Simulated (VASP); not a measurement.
The system is Mo.

```
CELL_PARAMETERS angstrom
-1.57342 1.57342 1.57342
1.57342 -1.57342 1.57342
1.57342 1.57342 -1.57342
ATOMIC_POSITIONS crystal
Mo 0.00000 0.00000 0.00000
```

- Program: VASP 6.6.1
- Task: relaxation of cell and atoms
- Functional: AM05
- Potentials or basis: VASP PAW PBE potentials, release 64 (Mo_sv)
- Cutoff: 600 eV
- k mesh: 16 × 16 × 16
- Occupations: methfessel-paxton, width 0.1 eV
- Spin: no spin polarisation

At the start: pressure -5.5 GPa; volume 15.58 Å³/atom.

Q: Where does the relaxation end?

A: Over 4 steps the energy falls by 5.5 meV/atom and the volume is 15.27 Å³/atom (-2.0 %); space group Im-3m (No. 229, to 0.05 Å).

Step by step:
| step | energy change (eV) | largest force (eV/Å) | pressure (GPa) | volume (Å³) |
| --- | --- | --- | --- | --- |
| 1 | 0.0000 | 0.0000 | -5.53 | 15.58 |
| 2 | 0.0427 | 0.0000 | 18.73 | 14.40 |
| 3 | -0.0055 | 0.0000 | -0.11 | 15.27 |
| 4 | -0.0055 | 0.0000 | -0.04 | 15.27 |

Final structure:
```
Mo
1.0
    -1.56281    1.56281    1.56281
     1.56281   -1.56281    1.56281
     1.56281    1.56281   -1.56281
Mo
1
Cartesian
  0.0000 0.0000 0.0000
```

Caveat: the PAW data sets were made with another functional, which shifts forces and pressure a little.
